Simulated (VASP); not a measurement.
Output of a VASP run:

**OUTCAR**
```
 ion  position               nearest neighbor table
   1  0.500  0.000  0.237-   3 2.75   4 2.75   4 2.75   3 2.75
   2  0.000  0.500  0.763-   3 2.75   4 2.75   3 2.75   4 2.75
   3  0.000  0.000  0.000-   1 2.75   2 2.75   2 2.75   1 2.75
   4  0.500  0.500  0.000-   1 2.75   2 2.75   1 2.75   2 2.75
  LATTYP: Found a simple tetragonal cell.
 ALAT       =     4.7230640000
 C/A-ratio  =     1.2600832849
 Subroutine PRICEL returns:
 Original cell was already a primitive cell.
 Subroutine GETGRP returns: Found 16 space group operations
The static configuration has the point symmetry D_2d.
 The point group associated with its full space group is D_4h.
The dynamic configuration has the point symmetry D_2d.
 Subroutine INISYM returns: Found 16 space group operations
 Subroutine IBZKPT returns following result:
 Found     18 irreducible k-points:

 Following reciprocal coordinates:
            Coordinates               Weight
  0.000000  0.000000  0.000000      1.000000
  0.250000  0.000000  0.000000      4.000000
  0.500000  0.000000  0.000000      2.000000
  0.250000  0.250000  0.000000      4.000000
  0.500000  0.250000  0.000000      4.000000
  0.500000  0.500000  0.000000      1.000000
  0.000000  0.000000  0.250000      2.000000
  0.250000  0.000000  0.250000      8.000000
  0.500000  0.000000  0.250000      4.000000
  0.250000  0.250000  0.250000      8.000000
  0.500000  0.250000  0.250000      8.000000
  0.500000  0.500000  0.250000      2.000000
  0.000000  0.000000  0.500000      1.000000
  0.250000  0.000000  0.500000      4.000000
  0.500000  0.000000  0.500000      2.000000
  0.250000  0.250000  0.500000      4.000000
  0.500000  0.250000  0.500000      4.000000
  0.500000  0.500000  0.500000      1.000000
   k-points           NKPTS =     18   k-points in BZ     NKDIM =     18   number of bands    NBANDS=     18
   number of dos      NEDOS =    301   number of ions     NIONS =      4
   total plane-waves  NPLWV =  40960
   dimension x,y,z NGX =    32 NGY =   32 NGZ =   40
   dimension x,y,z NGXF=    64 NGYF=   64 NGZF=   80
   ions per type =               2   2
   PREC   = accura    normal or accurate (medium, high low for compatibility)
   ISTART =      0    job   : 0-new  1-cont  2-samecut
   ICHARG =      2    charge: 1-file 2-atom 10-const
   ISPIN  =      1    spin polarized calculation?
   LNONCOLLINEAR =      F non collinear calculations
   LSORBIT =      F    spin-orbit coupling
   INIWAV =      1    electr: 0-lowe 1-rand  2-diag
   ENCUT  =  400.0 eV  29.40 Ry    5.42 a.u.   7.70  7.70  9.71*2*pi/ulx,y,z
   NELM   =    100;   NELMIN=  2; NELMDL= -5     # of ELM steps
   EDIFF  = 0.1E-05   stopping-criterion for ELM
   LREAL  =      F    real-space projection
   NLSPLINE    = F    spline interpolate recip. space projectors
   LMAXMIX     =    6 max onsite mixed and CHGCAR
   VOSKOWN=      0    Vosko Wilk Nusair interpolation
   EDIFFG = 0.1E-04   stopping-criterion for IOM
   NSW    =      0    number of steps for IOM
   NBLOCK =      1;   KBLOCK =      1    inner block; outer block
   IBRION =     -1    ionic relax: 0-MD 1-quasi-New 2-CG
   NFREE  =      0    steps in history (QN), initial steepest desc. (CG)
   ISIF   =      2    stress and relaxation
   ISYM   =      2    0-nonsym 1-usesym 2-fastsym
   TEIN   =    0.0    initial temperature
   TEBEG  =    0.0;   TEEND  =   0.0 temperature during run
   SMASS  =  -3.00    Nose mass-parameter (am)
   PSTRESS=    0.0 pullay stress
   NELECT =      28.0000    total number of electrons
   EFERMI =   0.00;   METHOD = LEGACY
   ISMEAR =     0;   SIGMA  =   0.05  broadening in eV -4-tet -1-fermi 0-gaus
   IALGO  =     38    algorithm
   LDIAG  =      T    sub-space diagonalisation (order eigenvalues)
   IMIX   =      4    mixing-type and parameters
     AMIX     =   0.40;   BMIX     =  1.00
     AMIX_MAG =   1.60;   BMIX_MAG =  1.00
     AMIN     =   0.10
   GGA     = PS    functional components
   VOSKOWN =     0    Vosko Wilk Nusair interpolation
...
```

### OSZICAR
```
       N       E                     dE             d eps       ncg     rms          rms(c)
DAV:   1     0.129765305916E+03    0.12977E+03   -0.10923E+04   648   0.113E+03
DAV:   2    -0.927196610697E+01   -0.13904E+03   -0.13559E+03   892   0.268E+02
DAV:   3    -0.181080229055E+02   -0.88361E+01   -0.86401E+01   746   0.511E+01
DAV:   4    -0.182680438720E+02   -0.16002E+00   -0.15991E+00   814   0.764E+00
DAV:   5    -0.182699862366E+02   -0.19424E-02   -0.19423E-02   774   0.860E-01    0.198E+01
DAV:   6    -0.161606048382E+02    0.21094E+01   -0.41608E+00   688   0.889E+00    0.121E+01
DAV:   7    -0.158290180302E+02    0.33159E+00   -0.42487E+00   756   0.758E+00    0.306E+00
DAV:   8    -0.157475076998E+02    0.81510E-01   -0.14632E+00   670   0.476E+00    0.137E+00
DAV:   9    -0.157095860904E+02    0.37922E-01   -0.93441E-02   686   0.136E+00    0.408E-01
DAV:  10    -0.157080881712E+02    0.14979E-02   -0.23977E-02   714   0.560E-01    0.258E-01
DAV:  11    -0.157079991190E+02    0.89052E-04   -0.21352E-03   700   0.244E-01    0.607E-02
DAV:  12    -0.157080246933E+02   -0.25574E-04   -0.54268E-05   724   0.468E-02    0.882E-03
DAV:  13    -0.157080298344E+02   -0.51411E-05   -0.14305E-05   704   0.222E-02    0.682E-03
DAV:  14    -0.157080311192E+02   -0.12848E-05   -0.11562E-06   598   0.693E-03    0.193E-03
DAV:  15    -0.157080311305E+02   -0.11306E-07   -0.31966E-07   384   0.322E-03
   1 F= -.15708031E+02 E0= -.15703232E+02  d E =-.959888E-02
```

**OUTCAR**
```
------------------------ aborting loop because EDIFF is reached ----------------------------------------
  FORCE on cell =-STRESS in cart. coord.  units (eV):
  Direction    XX          YY          ZZ          XY          YZ          ZX
  --------------------------------------------------------------------------------------
  Total        5.4288015      5.4288015     -3.7892485      0.0000000      0.0000000      0.0000000
  in kB       65.5154614     65.5154614    -45.7291285      0.0000000      0.0000000      0.0000000
  external PRESSURE =      28.4339314 kB  Pullay stress =       0.0000000 kB
  volume of cell :      132.76
      direct lattice vectors                 reciprocal lattice vectors
     4.723064000  0.000000000  0.000000000     0.211726964  0.000000000  0.000000000
     0.000000000  4.723064000  0.000000000     0.000000000  0.211726964  0.000000000
     0.000000000  0.000000000  5.951454000     0.000000000  0.000000000  0.168026166
 POSITION                                       TOTAL-FORCE (eV/Angst)
 -----------------------------------------------------------------------------------
      2.36153      0.00000      1.40930        -0.000000     -0.000000     -0.715111
      0.00000      2.36153      4.54215         0.000000      0.000000      0.715111
      0.00000      0.00000      0.00000        -0.000000     -0.000000      0.000000
      2.36153      2.36153      0.00000         0.000000     -0.000000      0.000000
 -----------------------------------------------------------------------------------
    total drift:                                0.000000     -0.000000     -0.000000
  FREE ENERGIE OF THE ION-ELECTRON SYSTEM (eV)
  ---------------------------------------------------
  free  energy   TOTEN  =       -15.7080311305 eV

  energy  without entropy=      -15.6984322527  energy(sigma->0) =      -15.70323169
```
(Selected blocks of OUTCAR.)

File POSCAR:
```
YbSe
1
    4.7230640000     0.0000000000     0.0000000000
    0.0000000000     4.7230640000     0.0000000000
    0.0000000000     0.0000000000     5.9514540000
Yb Se
2 2
Direct
  0.5000000000   0.0000000000   0.2368000000
  0.0000000000   0.5000000000   0.7632000000
  0.0000000000   0.0000000000   0.0000000000
  0.5000000000   0.5000000000   0.0000000000
```

Task: Write an INCAR and KPOINTS that could have produced this output.

Result: This is not unique; one that fits is the input of the run itself, PBEsol GGA, plane waves, VASP's PBE PAW potentials (set 64).

**KPOINTS**
```
Automatic mesh
0
Gamma
4 4 4
0 0 0
```

**INCAR**
```
ALGO = Normal
EDIFF = 1E-6
ENCUT = 400
GGA = PS
ISIF = 2
ISMEAR = 0
LASPH = .True.
LCHARG = .False.
LMAXMIX = 6
LREAL = .False.
LWAVE = .False.
NELM = 100
PREC = Accurate
SIGMA = 0.05
SYSTEM = YbSe
```

POTCAR, in this order: Yb_2 Se (PBE.64 set). Program: vasp_std.

The 4f electrons are frozen in the core of the lanthanide potential, so 4f levels, which can set the real gap, and their magnetism are missing.

The structure was generated: YbSe was put into the litharge type (P4/nmm), which need not be its known phase. The cell was not relaxed at this level. The k-mesh is coarse (spacing up to 0.33 per Å, 2π included), so the numbers may not be converged in it. The run is one of a series of settings (GGA = PS against the base run), some of them coarse on purpose.
